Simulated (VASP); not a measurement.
Input for VASP

**INCAR**
```
# general
SYSTEM  = MgTe
PREC    = Accurate
ENCUT   = 500   # plane-wave cut-off (eV)
LREAL   = F   # projection in real space or not
LASPH   = T

# electronic loop
EDIFF   = 1E-6
NELM    = 100
ALGO    = Normal
LMAXMIX = 4

# smearing
ISMEAR  = 0   # Gaussian
SIGMA   = 0.05

# functional
GGA     = PE

# ions
IBRION  = 2   # conjugate gradients
NSW     = 40   # most ionic steps
ISIF    = 3
EDIFFG  = -0.02   # ionic stop
PSTRESS = 50   # kbar

# output
LWAVE   = F
LCHARG  = F
```

POSCAR:
```
MgTe
1.0
  0.0000000000   3.2537808527   3.2537808527
  3.2537808527   0.0000000000   3.2537808527
  3.2537808527   3.2537808527   0.0000000000
Mg Te
1 1
Cartesian
  0.0000000000   0.0000000000   0.0000000000
  1.6268904263   1.6268904263   1.6268904263
```

KPOINTS:
```
Automatic mesh
0
Gamma
7 7 7
0 0 0
```

POTCAR, in this order: Mg Te (PBE.64 set). Program: vasp_std.

**Question.** Translate this PBE calculation to Quantum ESPRESSO's pw.x.

**Answer.** One equivalent input (not run):
```
&CONTROL
  calculation = 'vc-relax'
  pseudo_dir = './pseudo'
  outdir = './out'
  tprnfor = .true.
  tstress = .true.
  nstep = 40
  forc_conv_thr = 0.00078
/
&SYSTEM
  ibrav = 0
  nat = 2
  ntyp = 2
  ecutwfc = 84
  occupations = 'smearing'
  smearing = 'gaussian'
  degauss = 0.003675
  input_dft = 'pbe'
/
&ELECTRONS
  conv_thr = 7.3e-08
  electron_maxstep = 100
/
&IONS
/
&CELL
  press = 50
/
ATOMIC_SPECIES
  Mg 24.305 Mg.upf
  Te 127.600 Te.upf
CELL_PARAMETERS angstrom
     0.0000000    3.2537809    3.2537809
     3.2537809    0.0000000    3.2537809
     3.2537809    3.2537809    0.0000000
ATOMIC_POSITIONS crystal
  Mg   0.0000000  0.0000000  0.0000000
  Te   0.2500000  0.2500000  0.2500000
K_POINTS automatic
  7 7 7 0 0 0
```
Limits of the translation: the potentials are each code's own (VASP's PAW set, PseudoDojo norm-conserving files in pw.x), so ENCUT and ecutwfc are chosen apart and not converted; conv_thr bounds pw.x's estimated SCF error, while EDIFF bounds the energy change between steps; forc_conv_thr acts on force components and is met together with etot_conv_thr.

The compound is MgTe in the zinc blende structure, whereas wurtzite is the usual form. This run relaxes it under an external pressure of 5 GPa. Symmetry was kept, so distortions that lower it aren't found.
